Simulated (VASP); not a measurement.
Calculation: revPBE GGA, VASP's PBE PAW potentials (set 64) (plane waves; VASP).

A VASP calculation is set up with these files.

File POSCAR:
```
C
1
    0.0000000000     1.8107692858     1.8107692858
    1.8107692858     0.0000000000     1.8107692858
    1.8107692858     1.8107692858     0.0000000000
C
2
Direct
  0.0000000000   0.0000000000   0.0000000000
  0.2500000000   0.2500000000   0.2500000000
```

**INCAR**
```
ALGO=Normal
EDIFF=1E-7
ENCUT=520
GGA=RE
ISIF=2
ISMEAR=0
LASPH=T
LCHARG=F
LREAL=F
LWAVE=F
NELM=100
PREC=Accurate
SIGMA=0.05
SYSTEM=C
```

File KPOINTS:
```
Automatic mesh
0
Gamma
13 13 13
```

POTCAR, in this order: C (PBE.64 set). Program: vasp_std.

Q: Estimate the energy per atom (σ→0), pressure.

A: 
```yaml
energy per atom (σ→0): -8.684 eV/atom
pressure: -119.0 kbar
```

### OSZICAR
```
...
DAV:   6    -0.174896017019E+02    0.37613E+00   -0.28145E-01  1408   0.421E+00    0.324E+00
DAV:   7    -0.173655069787E+02    0.12409E+00   -0.31817E-01  1656   0.465E+00    0.679E-01
DAV:   8    -0.173675275229E+02   -0.20205E-02   -0.25978E-03  1472   0.560E-01    0.555E-02
DAV:   9    -0.173675765983E+02   -0.49075E-04   -0.23526E-04  1968   0.135E-01    0.305E-02
DAV:  10    -0.173675981327E+02   -0.21534E-04   -0.30502E-05  1352   0.637E-02    0.591E-03
DAV:  11    -0.173675979836E+02    0.14903E-06   -0.10946E-07  1976   0.371E-03    0.169E-03
DAV:  12    -0.173675979836E+02   -0.10175E-10   -0.52911E-08  1256   0.282E-03
   1 F= -.17367598E+02 E0= -.17367598E+02  d E =-.429180E-17
```

The compound is C in the diamond structure. This cell is one point of a volume scan, at 1.03 of the reference volume.
